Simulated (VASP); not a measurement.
Method: PBEsol GGA, VASP's PBE PAW potentials (set 64) (plane waves; VASP).

VASP input:

POSCAR:
```
RhO
5.4352010
  0.4999999740   0.0000000000   0.0000000000
  0.0000000000   0.4999999740   0.0000000000
  0.0000000000   0.0000000000   0.4999999740
Rh O
1 1
Direct
  0.0000000000   0.0000000000   0.0000000000
  0.5000000000   0.5000000000   0.5000000000
```

### INCAR
```
! general
SYSTEM  = RhO
PREC    = Accurate
ENCUT   = 520
LREAL   = F
LASPH   = T
ICHARG  = 11

! electronic loop
EDIFF   = 1E-7
NELM    = 100
ALGO    = Normal
LMAXMIX = 4

! smearing
ISMEAR  = 0
SIGMA   = 0.05

! functional
GGA     = PS

! output
LWAVE   = F
LCHARG  = F
LORBIT  = 11
```

### KPOINTS
```
k-points along high-symmetry lines
15
Line-mode
Reciprocal
  0.000000   0.000000   0.000000 ! GAMMA
  0.000000   0.500000   0.000000 ! X

  0.000000   0.500000   0.000000 ! X
  0.500000   0.500000   0.000000 ! M

  0.500000   0.500000   0.000000 ! M
  0.000000   0.000000   0.000000 ! GAMMA

  0.000000   0.000000   0.000000 ! GAMMA
  0.500000   0.500000   0.500000 ! R

  0.500000   0.500000   0.500000 ! R
  0.000000   0.500000   0.000000 ! X

  0.500000   0.500000   0.500000 ! R
  0.500000   0.500000   0.000000 ! M
```

POTCAR, in this order: Rh_pv O (PBE.64 set). Program: vasp_std. Read from the step before: CHGCAR.

Output of the run:

OSZICAR:
```
       N       E                     dE             d eps       ncg     rms          rms(c)
DAV:   1     0.181249000521E+03    0.18125E+03   -0.12993E+04  2534   0.160E+03
DAV:   2    -0.741786804434E+01   -0.18867E+03   -0.18429E+03  2838   0.439E+02
DAV:   3    -0.120541798086E+02   -0.46363E+01   -0.46118E+01  2724   0.736E+01
DAV:   4    -0.120841246766E+02   -0.29945E-01   -0.29942E-01  3072   0.608E+00
DAV:   5    -0.120844501433E+02   -0.32547E-03   -0.32546E-03  2940   0.588E-01
DAV:   6    -0.120844571462E+02   -0.70030E-05   -0.70036E-05  3178   0.774E-02
DAV:   7    -0.120844573109E+02   -0.16469E-06   -0.16327E-06  2822   0.105E-02
DAV:   8    -0.120844573151E+02   -0.41532E-08   -0.44851E-08  2058   0.169E-03
   1 F= -.12084457E+02 E0= -.12083523E+02  d E =-.186892E-02
```

File OUTCAR:
```
 val. band max:       10.5518292052   @ k =   0.0000   0.2500   0.0000

 cond. band min:      10.5912292403   @ k =   0.4286   0.4286   0.4286



 k-point     1 :       0.0000    0.0000    0.0000
  band No.  band energies     occupation
      1     -36.1791      2.00000
      2     -36.1791      2.00000
      3     -36.1791      2.00000
      4     -10.1441      2.00000
      5       5.3467      2.00000
      6       5.3467      2.00000
      7       6.7531      2.00000
      8       6.7531      2.00000
      9       6.7531      2.00000
     10       9.7639      2.00000
     11       9.7639      2.00000
     12       9.7639      2.00000
     13      10.8279      0.00000
     14      27.7832      0.00000

 k-point     2 :       0.0000    0.0357    0.0000
  band No.  band energies     occupation
      1     -36.1839      2.00000
      2     -36.1787      2.00000
      3     -36.1787      2.00000
      4     -10.1318      2.00000
      5       5.3110      2.00000
      6       5.3535      2.00000
      7       6.7262      2.00000
      8       6.7262      2.00000
      9       6.7374      2.00000
     10       9.7662      2.00000
     11       9.7881      2.00000
     12       9.7881      2.00000
     13      10.9148      0.00000
     14      27.6828      0.00000

 k-point     3 :       0.0000    0.0714    0.0000
  band No.  band energies     occupation
      1     -36.1980      2.00000
      2     -36.1775      2.00000
      3     -36.1775      2.00000
      4     -10.0954      2.00000
      5       5.1845      2.00000
      6       5.3736      2.00000
      7       6.6489      2.00000
      8       6.6489      2.00000
      9       6.7292      2.00000
     10       9.7733      2.00000
     11       9.8575      2.00000
     12       9.8575      2.00000
     13      11.1559      0.00000
     14      27.3971      0.00000

 k-point     4 :       0.0000    0.1071    0.0000
  band No.  band energies     occupation
      1     -36.2207      2.00000
...
```

The density is held fixed in this step, so its total energy and stress have no physical meaning.

The structure was generated: RhO was put into the CsCl type type (Pm-3m), which need not be its known phase. It was relaxed first. The electron count is odd and the run is not spin-polarised, which forces a metal.
